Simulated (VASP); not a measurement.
OSZICAR of a VASP run on CoGe$_{2}$ (relaxed from the CrSi2 structure, space group P6_222):

File OSZICAR:
```
       N       E                     dE             d eps       ncg     rms          rms(c)
DAV:   1     0.117734515461E+04    0.11773E+04   -0.38856E+04  5518   0.412E+03
DAV:   2     0.202834085389E+03   -0.97451E+03   -0.93945E+03  4752   0.991E+02
DAV:   3    -0.326321489822E+02   -0.23547E+03   -0.22460E+03  4756   0.270E+02
DAV:   4    -0.545977338936E+02   -0.21966E+02   -0.20924E+02  5454   0.897E+01
DAV:   5    -0.554052887323E+02   -0.80755E+00   -0.79131E+00  5422   0.186E+01    0.206E+01
DAV:   6    -0.732424443137E+02   -0.17837E+02   -0.10161E+02  5558   0.754E+01    0.414E+01
DAV:   7    -0.516510443091E+02    0.21591E+02   -0.42344E+01  5260   0.652E+01    0.649E+00
DAV:   8    -0.517034343029E+02   -0.52390E-01   -0.87948E+00  6006   0.146E+01    0.407E+00
DAV:   9    -0.515744748475E+02    0.12896E+00   -0.86477E-01  6130   0.633E+00    0.616E-01
DAV:  10    -0.515754786612E+02   -0.10038E-02   -0.53307E-02  5636   0.196E+00    0.310E-01
DAV:  11    -0.515747542742E+02    0.72439E-03   -0.26593E-03  5978   0.417E-01    0.103E-01
DAV:  12    -0.515747243067E+02    0.29967E-04   -0.57247E-04  6392   0.256E-01    0.639E-02
DAV:  13    -0.515747082794E+02    0.16027E-04   -0.49547E-05  6978   0.524E-02    0.171E-02
DAV:  14    -0.515747103458E+02   -0.20664E-05   -0.10657E-05  5888   0.196E-02    0.347E-03
DAV:  15    -0.515747106425E+02   -0.29670E-06   -0.10109E-06  4300   0.790E-03    0.333E-03
DAV:  16    -0.515747111709E+02   -0.52841E-06   -0.11664E-07  3184   0.337E-03    0.767E-04
DAV:  17    -0.515747114322E+02   -0.26127E-06   -0.29236E-08  2632   0.113E-03    0.435E-04
DAV:  18    -0.515747115738E+02   -0.14157E-06   -0.65293E-09  2604   0.723E-04    0.242E-04
DAV:  19    -0.515747116697E+02   -0.95963E-07   -0.28803E-09  2604   0.465E-04
   1 F= -.51574712E+02 E0= -.51574712E+02  d E =0.000000E+00
```

**Question.** Which electronic solver shows in the log?

**Answer.** It is blocked Davidson (ALGO = Normal, or the opening steps of other solvers). The INCAR had ALGO = Normal.

**Question.** How was spin treated?

**Answer.** Without spin polarisation: there is no mag entry.

**Question.** Can the final energy be trusted as converged?

**Answer.** The calculation finished and met its thresholds. It stopped with EDIFF = 1E-7, NELM = 100 (PBEsol GGA, plane waves, VASP's PBE PAW potentials (set 64)).

The structure was generated: CoGe2 was put into the CrSi2 type (P6_222), which need not be its known phase. It was relaxed first. The run is not spin-polarised, so no magnetic state was tried. The electron count is odd and the run is not spin-polarised, which forces a metal.
